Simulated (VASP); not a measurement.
VASP runs on Ni₃Si (L1_2) share one base input (PBE GGA, plane waves, VASP's PBE PAW potentials (set 64)) and change the settings named in each case.

**POSCAR**
```
Ni3Si
1.0
  3.5100000000   0.0000000000   0.0000000000
  0.0000000000   3.5100000000   0.0000000000
  0.0000000000   0.0000000000   3.5100000000
Si Ni
1 3
direct
  0.0000000000   0.0000000000   0.0000000000
  0.0000000000   0.5000000000   0.5000000000
  0.5000000000   0.0000000000   0.5000000000
  0.5000000000   0.5000000000   0.0000000000
```

File KPOINTS:
```
Automatic mesh
0
Gamma
8 8 8
0 0 0
```

INCAR:
```
NELM=100
ALGO=Normal   # blocked Davidson
LREAL=.FALSE.
ISMEAR=1
SYSTEM=Ni3Si
LWAVE=.FALSE.
EDIFF=1E-6   # SCF stop (eV)
LCHARG=.FALSE.
LASPH=.TRUE.
PREC=Accurate
SIGMA=0.1
ENCUT=400   # plane-wave cut-off (eV)
GGA=PE
LMAXMIX=4   # l cut-off of mixed one-centre charges
ISIF=2   # forces and stress, cell fixed
```

POTCAR, in this order: Si Ni (PBE.64 set). Program: vasp_std.

```tsv
change	E(σ→0) (eV/atom)	pressure (GPa)	−TS (eV)
base run	-5.9205	-1.13	0.0014
LDAU = .TRUE., LDAUJ = 0 0, LDAUL = -1 2, LDAUTYPE = 2, LDAUU = 0 1.0	-5.4339	-3.49	0.0016
LDAU = .TRUE., LDAUJ = 0 0, LDAUL = -1 2, LDAUTYPE = 2, LDAUU = 0 2.0	-4.9598	-5.78	0.0016
LDAU = .TRUE., LDAUJ = 0 0, LDAUL = -1 2, LDAUTYPE = 2, LDAUU = 0 3.0	-4.4991	-8.35	0.0019
LDAU = .TRUE., LDAUJ = 0 0, LDAUL = -1 2, LDAUTYPE = 2, LDAUU = 0 4.0	-4.0530	-10.75	0.0007
LDAU = .TRUE., LDAUJ = 0 0, LDAUL = -1 2, LDAUTYPE = 2, LDAUU = 0 5.0	-3.6238	-13.33	0.0002
LDAU = .TRUE., LDAUJ = 0 0, LDAUL = -1 2, LDAUTYPE = 2, LDAUU = 0 6.0	-3.2120	-16.32	-0.0010
LDAU = .TRUE., LDAUJ = 0 0, LDAUL = -1 2, LDAUTYPE = 2, LDAUU = 0 8.0	-2.4468	-22.27	0.0004
LDAU = .TRUE., LDAUJ = 0 0, LDAUL = -1 2, LDAUTYPE = 2, LDAUU = 0 5.0, LMAXMIX = 2	-3.6238	-13.33	0.0002
```
 Energies of different potentials or functionals have different zeros.  The base run's pressure lies -0.47 GPa from that at 800 eV (Pulay error).

Left out are runs that ran out of time, are held back, or changed the cell or the kind of run, fixed moments of cells without a moment, rows past the twelfth, gaps on odd meshes, pressures of charged cells and columns that move by less than the noise.

The compound is Ni3Si in the L1_2 structure. The cell was not relaxed at this level. The run is not spin-polarised, so no magnetic state was tried.
